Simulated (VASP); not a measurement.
Input:

```yaml
crystal:
  lattice:
    - [2.08501, -3.61134, 0.00000]
    - [2.08501, 3.61134, 0.00000]
    - [0.00000, 0.00000, 7.21738]
  atoms:
    - { symbol: Mg, position: [0.00000, 0.00000, 0.00000] }
    - { symbol: I, position: [0.33333, 0.66667, 0.22920] }
    - { symbol: I, position: [0.66667, 0.33333, 0.77080] }
```

Computed with MS2 meta-GGA, VASP's PBE PAW potentials (set 64) (plane waves; VASP). Run with 520 eV cut-off, 7×7×4 Γ-centred mesh, tetrahedra with Blöchl corrections, potentials Mg I.

The cores are frozen, which limits the accuracy of field gradients.

Task: Give the principal components of the electric field gradient (V/Å²) and the asymmetry η at each nucleus.

Result: 
```
atom   Vxx   Vyy    Vzz     η
----  ----  ----  -----  ----
Mg1   -0.3  -0.3    0.5  0.00
I2    29.6  29.6  -59.3  0.00
I3    29.6  29.6  -59.3  0.00
```

The compound is MgI2 in the 1T layered structure. It was relaxed first, which changed the volume by +6 %.
